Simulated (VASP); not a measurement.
# A VASP study of NaB2 (PBEsol): structure first, properties next, part 4 of 4

Aim: relax NaB2, then compute properties on the relaxed cell. The cell is invented: it takes the structure of COD entry 1509214, AgB2 (space group 191 there), with some of its atoms replaced by other elements, volume scaled by an estimate. It may not be a known or stable phase.

VASP 6.6.1, plane waves and PAW; the level of theory is named at each step.

Still holding for the runs below: This run has no spin polarisation. Its electron count is odd, so without a moment it is a metal by construction.

So far. Step 6 (Band structure (PBEsol)): There is no gap at this level. Step 6 (Band structure (PBEsol)): Of the bands kept, 2 cross the Fermi level on this path. The relaxed cell has a = 3.021, c = 4.280 Å (conventional setting).

**7. Density of states (PBEsol)**

Level of this step: PBEsol; plane waves and PAW (Na_pv, B); invented cell (VASP).

Here the states are counted by energy and projected on the atoms. The mesh is finer than in the run before.

Contents of INCAR:

```
SYSTEM = NaB2
PREC = Accurate
ENCUT = 420
EDIFF = 1E-06
NELM = 100
ISMEAR = -5
SIGMA = 0.05
LREAL = .FALSE.
ALGO = Normal
GGA = PS
NBANDS = 19
LORBIT = 11
LWAVE = .FALSE.
LCHARG = .FALSE.
NEDOS = 2001
```

Contents of POSCAR:

```
NaB2
1.0
    3.0212408131      0.0000000000      0.0000000000
   -1.5106204065      2.6164707569      0.0000000000
    0.0000000000      0.0000000000      4.2796505396
Na B
1 2
Direct
    0.0000000000      0.0000000000      0.0000000000
    0.3333333300      0.6666666700      0.5000000000
    0.6666666700      0.3333333300      0.5000000000
```

Contents of KPOINTS:

```
Automatic mesh
0
Gamma
13 13 8
0 0 0
```

The projector-augmented-wave data sets are Na_pv and B (PBE family, release 64).

Started as:

```sh
> mpirun -np 1 vasp_std
```

Output:

```text
[... set-up lines as in an earlier step ...]
 entering main loop
       N       E                     dE             d eps       ncg     rms          rms(c)
DAV:   1     0.655805980317E+02    0.65581E+02   -0.50371E+03  4094   0.594E+02
DAV:   2    -0.122180628221E+02   -0.77799E+02   -0.72257E+02  4646   0.200E+02
DAV:   3    -0.159785297113E+02   -0.37605E+01   -0.37128E+01  4769   0.408E+01
DAV:   4    -0.160052019796E+02   -0.26672E-01   -0.26681E-01  4557   0.336E+00
DAV:   5    -0.160053421239E+02   -0.14014E-03   -0.14022E-03  4498   0.257E-01    0.519E+00
DAV:   6    -0.146679212602E+02    0.13374E+01   -0.35746E-01  4994   0.560E+00    0.215E+00
DAV:   7    -0.144615664744E+02    0.20635E+00   -0.25328E-01  5084   0.301E+00    0.684E-01
DAV:   8    -0.144602457661E+02    0.13207E-02   -0.21818E-02  4426   0.121E+00    0.173E-01
DAV:   9    -0.144585197116E+02    0.17261E-02   -0.16880E-03  4943   0.421E-01    0.471E-02
DAV:  10    -0.144585099319E+02    0.97797E-05   -0.15496E-04  4814   0.105E-01    0.163E-02
DAV:  11    -0.144585042665E+02    0.56654E-05   -0.90877E-06  4249   0.189E-02    0.785E-03
DAV:  12    -0.144585072003E+02   -0.29338E-05   -0.22267E-06  4378   0.110E-02    0.539E-04
DAV:  13    -0.144585073287E+02   -0.12847E-06   -0.11191E-07  2334   0.154E-03
   1 F= -.14458507E+02 E0= -.14458507E+02  d E =0.000000E+00
 -----------------------------------------------------------------------------
|                                                                             |
|           W    W    AA    RRRRR   N    N  II  N    N   GGGG   !!!           |
|           W    W   A  A   R    R  NN   N  II  NN   N  G    G  !!!           |
|           W    W  A    A  R    R  N N  N  II  N N  N  G       !!!           |
|           W WW W  AAAAAA  RRRRR   N  N N  II  N  N N  G  GGG   !            |
|           WW  WW  A    A  R   R   N   NN  II  N   NN  G    G                |
|           W    W  A    A  R    R  N    N  II  N    N   GGGG   !!!           |
|                                                                             |
|     Tetrahedron method does not include variations of the Fermi             |
|     occupations, so forces and stress will be inaccurate. We suggest        |
|     using a different smearing scheme ISMEAR = 1 or 2 for metals in         |
|     relaxations.                                                            |
|                                                                             |
 -----------------------------------------------------------------------------
```

The job ended after 56 s (1 MPI rank of AMD EPYC 7R43, shared host; peak memory 0.12 GiB).

From OUTCAR (step 7):

```text
   k-points           NKPTS =    105   k-points in BZ     NKDIM =    105   number of bands    NBANDS=     19

   NELECT =      13.0000    total number of electrons

 E-fermi :   2.8735

 k-point     1 :       0.0000    0.0000    0.0000
  band No.  band energies     occupation
      1     -20.1958      2.00000
      2     -20.1833      2.00000
      3     -20.1833      2.00000
      4      -7.7117      2.00000
      5       0.2240      2.00000
      6       4.5257      0.00000
      7       4.5257      0.00000
      8       4.8439      0.00000
      9      11.5517      0.00000
     10      11.5517      0.00000
    ...

  Total        0.0544624      0.0544624     -0.0733115      0.0000000     -0.0000000      0.0000000
  in kB        2.5792754      2.5792743     -3.4719471      0.0000000     -0.0000000      0.0000000
  external PRESSURE =       0.5622009 kB  Pullay stress =       0.0000000 kB

 POSITION                                       TOTAL-FORCE (eV/Angst)
 -----------------------------------------------------------------------------------
      0.00000      0.00000      0.00000         0.000000      0.000000      0.000000
     -0.00000      1.74431      2.13983        -0.000000     -0.000000     -0.000000
      1.51062      0.87216      2.13983         0.000000      0.000000      0.000000
 -----------------------------------------------------------------------------------
    total drift:                               -0.000000      0.000000     -0.000000

  FREE ENERGIE OF THE ION-ELECTRON SYSTEM (eV)
  ---------------------------------------------------
  free  energy   TOTEN  =       -14.4585073287 eV

  energy  without entropy=      -14.4585073287  energy(sigma->0) =      -14.45850733

[... 6 parts as in an earlier step ...]

[... 10 further parts left out ...]
```

With tetrahedra the forces and stress of a metal are not exact derivatives of the energy.

Numbers from this step:

```yaml
scf_cycles: 13
irreducible_k_points: 105
free_energy_toten: -14.46 eV
fermi_energy: 2.873 eV
pressure: 0.05622 GPa
dos_at_the_fermi_level: 1.011 states/eV/cell
```

The density of states has structure finer than the step of the table below, so its rows give means over 1 eV, whole bins alone (the curve runs from -12.0 to 7.99 eV). Peaks (eV: height): total -2.8: 1.02, -2.0: 1.16, -1.4: 1.44, -0.8: 1.53; B p -1.4: 0.670, -0.8: 0.795; B s -6.8: 0.338, -6.0: 0.144, -5.0: 0.236, 7.8: 0.142; Na s -3.0: 0.0246, -2.1: 0.023, 4.5: 0.0523.

States under -12.0 eV and over 8.0 eV are left out. Density of states against energy, zero at the Fermi level; means over each step; values in states/eV/cell:

| energy (eV) | total | B p | B s | Na s |
| --- | --- | --- | --- | --- |
| -11 | 0.00351 | 1.6e-5 | 0.00176 | 8.1e-5 |
| -10 | 0.367 | 0.00797 | 0.184 | 0.00476 |
| -9 | 0.447 | 0.0280 | 0.213 | 0.00410 |
| -8 | 0.461 | 0.0482 | 0.208 | 0.00302 |
| -7 | 0.564 | 0.0734 | 0.254 | 0.00186 |
| -6 | 0.255 | 0.0539 | 0.0951 | 0.00105 |
| -5 | 0.573 | 0.165 | 0.171 | 0.00262 |
| -4 | 0.570 | 0.188 | 0.106 | 0.0144 |
| -3 | 0.861 | 0.331 | 0.0935 | 0.0202 |
| -2 | 0.951 | 0.414 | 0.0625 | 0.0161 |
| -1 | 1.34 | 0.668 | 0.0473 | 0.0116 |
| 0 | 1.06 | 0.529 | 0.0207 | 0.00403 |
| 1 | 0.508 | 0.300 | 0.00641 | 3.9e-4 |
| 2 | 0.308 | 0.0990 | 0.00176 | 0.0131 |
| 3 | 0.537 | 0.146 | 0.00870 | 0.0316 |
| 4 | 0.598 | 0.149 | 0.0133 | 0.0397 |
| 5 | 0.441 | 0.102 | 0.0106 | 0.0310 |
| 6 | 0.600 | 0.133 | 0.0164 | 0.0294 |
| 7 | 0.715 | 0.155 | 0.0415 | 0.0275 |

The finer mesh and the other smearing move the Fermi level by +0.03 eV from the 9×9×5 run, a small shift, which tests the Fermi level alone. Of the states within 0.3 eV of the Fermi level, the largest shares in the PAW spheres are B p 50 %. The rest lies in smaller channels or between the spheres.

**8. Band structure (r2SCAN)**

This step: r2SCAN; plane waves and PAW (Na_pv, B); invented cell (VASP 6.6.1).

Levels along the symmetry lines show where the bands peak and cross; KPOINTS_OPT computes them in the converged potential. r2SCAN adds the kinetic-energy density, costs more than a GGA and is run with LASPH.

Contents of INCAR:

```
SYSTEM = NaB2
PREC = Accurate
ENCUT = 420
EDIFF = 1E-06
NELM = 100
ISMEAR = 0
SIGMA = 0.05
LREAL = .FALSE.
ALGO = Normal
METAGGA = R2SCAN
LASPH = .TRUE.
NBANDS = 19
LORBIT = 11
LWAVE = .FALSE.
LCHARG = .FALSE.
```

POSCAR is that of step 7.

Contents of KPOINTS:

```
Automatic mesh
0
Gamma
9 9 5
0 0 0
```

Contents of KPOINTS_OPT:

```
Line mode
16
Line-mode
Reciprocal
  0.00000000   0.00000000   0.00000000 GAMMA
  0.50000000   0.00000000   0.00000000 M

  0.50000000   0.00000000   0.00000000 M
  0.33333333   0.33333333   0.00000000 K

  0.33333333   0.33333333   0.00000000 K
  0.00000000   0.00000000   0.00000000 GAMMA

  0.00000000   0.00000000   0.00000000 GAMMA
  0.00000000   0.00000000   0.50000000 A

  0.00000000   0.00000000   0.50000000 A
  0.50000000   0.00000000   0.50000000 L

  0.50000000   0.00000000   0.50000000 L
  0.33333333   0.33333333   0.50000000 H

  0.33333333   0.33333333   0.50000000 H
  0.00000000   0.00000000   0.50000000 A

  0.50000000   0.00000000   0.50000000 L
  0.50000000   0.00000000   0.00000000 M

  0.33333333   0.33333333   0.00000000 K
  0.33333333   0.33333333   0.50000000 H
```

Started as:

```sh
> mpirun -np 1 vasp_std
```

Output:

```text
[banner, memory and clock lines left out]
running    1 mpi-ranks, on    1 nodes
 distrk:  each k-point on    1 cores,    1 groups
 distr:  one band on    1 cores,    1 groups

 POSCAR found type information on POSCAR NaB
 POSCAR found :  2 types and       3 ions
 [... a notice as in an earlier step ...]

 LDA part: xc-table for (None), standard interpolation
 POSCAR, INCAR and KPOINTS ok, starting setup
 FFT: planning ... GRIDC
 FFT: planning ... GRID_SOFT
 FFT: planning ... GRID
 WAVECAR not read
 entering main loop
       N       E                     dE             d eps       ncg     rms          rms(c)
DAV:   1     0.691015599033E+02    0.69102E+02   -0.51547E+03  1411   0.619E+02
DAV:   2    -0.159156817766E+02   -0.85017E+02   -0.78556E+02  1610   0.217E+02
DAV:   3    -0.201342982214E+02   -0.42186E+01   -0.41860E+01  1672   0.437E+01
DAV:   4    -0.201680095561E+02   -0.33711E-01   -0.33697E-01  1575   0.386E+00
DAV:   5    -0.201682129257E+02   -0.20337E-03   -0.20337E-03  1565   0.315E-01    0.517E+00
DAV:   6    -0.176826774145E+02    0.24855E+01   -0.52037E-01  1729   0.682E+00    0.248E+00
DAV:   7    -0.175194660532E+02    0.16321E+00   -0.30770E-01  1515   0.345E+00    0.736E-01
DAV:   8    -0.175234990032E+02   -0.40330E-02   -0.25757E-02  1564   0.955E-01    0.339E-01
DAV:   9    -0.175250359644E+02   -0.15370E-02   -0.23110E-03  1519   0.407E-01    0.895E-02
DAV:  10    -0.175246320733E+02    0.40389E-03   -0.32433E-04  1596   0.138E-01    0.234E-02
DAV:  11    -0.175247157620E+02   -0.83689E-04   -0.31346E-05  1748   0.404E-02    0.800E-03
DAV:  12    -0.175247424642E+02   -0.26702E-04   -0.10686E-06  1427   0.716E-03    0.173E-03
DAV:  13    -0.175247437651E+02   -0.13009E-05   -0.22963E-07   813   0.472E-03    0.525E-04
DAV:  14    -0.175247430368E+02    0.72826E-06   -0.32967E-08   768   0.102E-03
   1 F= -.17524743E+02 E0= -.17524442E+02  d E =-.602137E-03
 Start KPOINTS_OPT (optional k-point list driver)
k-point batch [1-36\144]
       N       E                     dE             ncg
DAV:   1    -0.189231992635E+04   -0.15360E+05     1419
DAV:   2    -0.486418448508E+04   -0.29719E+04     1614
DAV:   3    -0.501339448742E+04   -0.14921E+03     1651
DAV:   4    -0.501455333435E+04   -0.11588E+01     1602
DAV:   5    -0.501455999590E+04   -0.66616E-02     1560
DAV:   6    -0.501456007471E+04   -0.78803E-04     1619
DAV:   7    -0.501456007591E+04   -0.12039E-05     1413
DAV:   8    -0.501456007601E+04   -0.96857E-07     1131
[...]
k-point batch [109-144\144]
       N       E                     dE             ncg
DAV:   1    -0.207334240753E+04   -0.18579E+05     1391
DAV:   2    -0.491302235706E+04   -0.28397E+04     1597
DAV:   3    -0.504700917248E+04   -0.13399E+03     1629
DAV:   4    -0.504798484679E+04   -0.97567E+00     1631
DAV:   5    -0.504799033286E+04   -0.54861E-02     1543
DAV:   6    -0.504799039939E+04   -0.66529E-04     1665
DAV:   7    -0.504799040037E+04   -0.98295E-06     1362
```

It took 3.1 min on 1 MPI rank; peak memory 0.11 GiB.

From OUTCAR (step 8):

```text
   NELECT =      13.0000    total number of electrons

 E-fermi :   2.8352

 k-point     1 :       0.0000    0.0000    0.0000
  band No.  band energies     occupation
      1     -21.4126      2.00000
      2     -21.4076      2.00000
      3     -21.4073      2.00000
      4      -8.4874      2.00000
      5       0.0698      2.00000
      6       4.5582      0.00000
      7       4.5582      0.00000
      8       5.3718      0.00000
      9      11.9543      0.00000
     10      11.9543      0.00000
    ...

  Total        0.0887513      0.0887512      0.0021576      0.0000000     -0.0000000      0.0000000
  in kB        4.2031567      4.2031550      0.1021809      0.0000000     -0.0000000      0.0000000
  external PRESSURE =       2.8361642 kB  Pullay stress =       0.0000000 kB

 POSITION                                       TOTAL-FORCE (eV/Angst)
 -----------------------------------------------------------------------------------
      0.00000      0.00000      0.00000        -0.000000      0.000000      0.000000
     -0.00000      1.74431      2.13983         0.000000      0.000000      0.000000
      1.51062      0.87216      2.13983        -0.000000     -0.000000     -0.000000
 -----------------------------------------------------------------------------------
    total drift:                                0.000000      0.000000     -0.000000

  FREE ENERGIE OF THE ION-ELECTRON SYSTEM (eV)
  ---------------------------------------------------
  free  energy   TOTEN  =       -17.5247430368 eV

  energy  without entropy=      -17.5241408997  energy(sigma->0) =      -17.52444197

[... 8 parts as in an earlier step ...]

[... 9 further parts left out ...]
```

This step gave:

| Item | Value |
| --- | --- |
| SCF cycles | 14 |
| irreducible k-points | 36 |
| free energy (TOTEN) | -17.52 eV |
| energy at zero smearing | -17.52 eV |
| Fermi energy | 2.835 eV |
| pressure | 0.2836 GPa |

Electronic bands along the path, in eV, zero at the Fermi level; # counts the bands kept, so #1 is VASP's band 4:

| point | #1 | #2 | #3 | #4 | #5 | #6 | #7 |
| --- | --- | --- | --- | --- | --- | --- | --- |
| Γ | -11.32 | -2.77 | 1.72 | 1.72 | 2.54 | 9.12 | 9.12 |
| 0.53 of the way | -10.03 | -2.29 | -1.49 | 0.02 | 3.98 | 7.74 | 8.25 |
| M | -7.31 | -6.44 | -0.88 | 0.62 | 3.93 | 6.73 | 6.73 |
| 0.47 of the way | -7.03 | -6.17 | -2.29 | 1.01 | 3.68 | 6.95 | 7.69 |
| K | -6.00 | -6.00 | -4.28 | 2.39 | 2.39 | 7.76 | 7.76 |
| 0.47 of the way | -9.61 | -2.51 | -1.32 | -1.07 | 4.48 | 6.98 | 10.03 |
| Γ | -11.32 | -2.77 | 1.72 | 1.72 | 2.54 | 9.12 | 9.12 |
| 0.47 of the way | -11.15 | -3.77 | 1.75 | 1.75 | 4.45 | 9.09 | 9.09 |
| A | -10.92 | -4.71 | 1.78 | 1.78 | 7.65 | 9.06 | 9.06 |
| 0.47 of the way | -10.00 | -3.53 | -1.48 | 0.30 | 6.98 | 8.59 | 8.77 |
| L | -7.20 | -6.18 | -0.88 | -0.56 | 1.98 | 7.98 | 11.50 |
| 0.47 of the way | -6.91 | -5.94 | -2.22 | -0.21 | 1.96 | 9.86 | 9.89 |
| H | -5.88 | -5.88 | -4.09 | 1.07 | 1.07 | 8.13 | 12.79 |
| 0.47 of the way | -9.33 | -2.70 | -2.40 | -1.25 | 5.48 | 9.50 | 10.29 |
| A | -10.92 | -4.71 | 1.78 | 1.78 | 7.65 | 9.06 | 9.06 |
| jump to L | -7.20 | -6.18 | -0.88 | -0.56 | 1.98 | 7.98 | 11.50 |
| 0.53 of the way | -7.26 | -6.33 | -0.88 | 0.02 | 2.86 | 7.48 | 8.31 |
| M | -7.31 | -6.44 | -0.88 | 0.62 | 3.93 | 6.73 | 6.73 |
| jump to K | -6.00 | -6.00 | -4.28 | 2.39 | 2.39 | 7.76 | 7.76 |
| 0.47 of the way | -5.95 | -5.95 | -4.20 | 1.71 | 1.71 | 9.14 | 9.38 |
| H | -5.88 | -5.88 | -4.09 | 1.07 | 1.07 | 8.13 | 12.79 |

Of the projections kept (Na, B), the largest for each band there; the rest of the weight can lie on other orbitals:

| point | #1 | #2 | #3 | #4 | #5 | #6 | #7 |
| --- | --- | --- | --- | --- | --- | --- | --- |
| Γ | B 0.96 | B 0.89 | B 1.00 | B 1.00 | Na 0.72 | B 0.96 | B 0.96 |
| M | B 0.98 | B 0.97 | B 0.99 | B 1.00 | B 0.90 | B 0.93 | Na 0.65 |
| K | B 0.98 | B 0.98 | B 0.96 | B 1.00 | B 1.00 | Na 0.54 | Na 0.54 |
| Γ | B 0.96 | B 0.89 | B 1.00 | B 1.00 | Na 0.72 | B 0.96 | B 0.96 |
| A | B 0.97 | B 0.70 | B 1.00 | B 1.00 | B 0.61 | B 1.00 | B 1.00 |
| L | B 1.00 | B 0.98 | B 1.00 | B 0.82 | B 0.71 | B 0.96 | B 0.62 |

The electronic bands as a text plot (rows in eV, shown from -8.0 to 6.7 only):

```
    6.4 |       *       *        *    *            *
    5.8 |     **       *
    5.2 |     *         *       *      *
    4.6 |    * *       * *                        *
    4.0 |       ***                     *        *
    3.4 |  **      *  *   *    *                          **
    2.7 |**         **     ****          *      *        *
    2.1 |           **                    ***           *   **
    1.5 |**        *  *     ********         ***      **      **
    0.9 | **    ***        *        *         **     *          *
    0.3 |   *  *       *   *        ***      *      **    **
   -0.3 |  * **           *            ** ***   *   *   **
   -0.9 |    * ***      ***          *   **        *    ****
   -1.6 |   *            **                *     ***
   -2.2 |  *      *     *  *          * *   *    **
   -2.8 |**  *         * *  ***        *          *
   -3.4 |          *    *      *      *      *  ** *
   -4.0 |           ****        *    *  *     **    **      *****
   -4.6 |     *                  ****           *     **
   -5.2 |             *                  *     *
   -5.9 |      *   ***                     ****             *****
   -6.5 |       ******                    *  * *        ****
   -7.1 |       ***   *                   ***           ****
   -7.7 |                                *      *
         Γ      M    K       Γ    A       L   H       A|L  M|K  H
```

There is no gap at this level.

Of the bands kept, 2 cross the Fermi level on this path.

**9. What came out**

| Property | Result |
| --- | --- |
| relaxed volume | 11.28 Å³/atom |
| relaxed conventional cell a, b, c | 3.021, 3.021, 4.280 Å; angles 90.0, 90.0, 120.0° |
| space group after relaxing, within 0.02 Å | P6/mmm (No. 191) |
| band gap | none, a metal |
| DOS at the Fermi level | 1.01 states/eV/cell |
| band gap (r2SCAN) | none, a metal |

In words: With PBEsol, NaB2 relaxes to 11.28 Å³/atom in space group P6/mmm (held by the symmetry of the run) and comes out as a metal. Band structure (PBEsol): Of the bands kept, 2 cross the Fermi level on this path. Band structure (r2SCAN): Of the bands kept, 2 cross the Fermi level on this path. The other levels ran on the cell relaxed with PBEsol, and without spin-orbit coupling unless named. The k-sampling is coarse for a metal, so the Fermi level, pressures and the shape of the cell carry errors. With an odd electron count and no spin the cell is a metal by construction. No search among competing phases was made. All values are for a static lattice at zero temperature.

[Lines on the potential files, build, host, timing and source positions are cut from VASP's logs without a mark.]

[Logs are printed without paths, hosts, clocks, repeated set-up lines and the standing remarks that a program may print on its own settings, such as how far it seeks lower states.]

[Hosts, paths, dates, database ids (printed as entryN), source tags and the programs' standing remarks are cut or masked in the printed files.]

[A measured line is paired with the nearest computed mode of its activity, which favours agreement.]
